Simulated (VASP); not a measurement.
Mg8O7 (a cell with a defect), 15 atoms in the cell. The cell holds a defect, 15 atoms: a = 6.003 Å, b = 6.003 Å, c = 6.003 Å, α = 60.00°, β = 60.00°, γ = 60.00°. 

| Quantity | Value |
| --- | --- |
| Program | VASP 6.6.1 |
| Task | relaxation of the atoms |
| Functional | PBE |
| Potentials or basis | VASP PAW PBE potentials, release 64 (Mg, O) |
| Cutoff | 450 eV |
| k mesh | 2 × 2 × 2 |
| Occupations | gaussian, width 0.01 eV |
| Spin | no spin polarisation |
| Monkhorst-Pack mesh | no |
| Further INCAR settings | PREC = Normal; LREAL = Auto; ALGO = Normal; EDIFF = 1e-06; ISYM = 0; IBRION = 2; EDIFFG = -0.025; NSW = 70 |

Potentials or basis: VASP PAW PBE potentials, release 64 (Mg, O).

The run is started by

```console
$ cat potpaw_PBE.64/Mg/POTCAR potpaw_PBE.64/O/POTCAR > POTCAR
$ mpirun -np 2 vasp_std > vasp.out
```

Hardware: 2 MPI ranks on AMD EPYC 7R13 Processor (Zen 3), on a shared host.

Q: Estimate the wall time of this run.

A: Wall time 2.4 min on 2 MPI ranks on AMD EPYC 7R13 Processor (Zen 3), on a shared host, peak memory 0.13 GiB a rank. Counts: scf iterations 73, k points 8, ion steps 10.
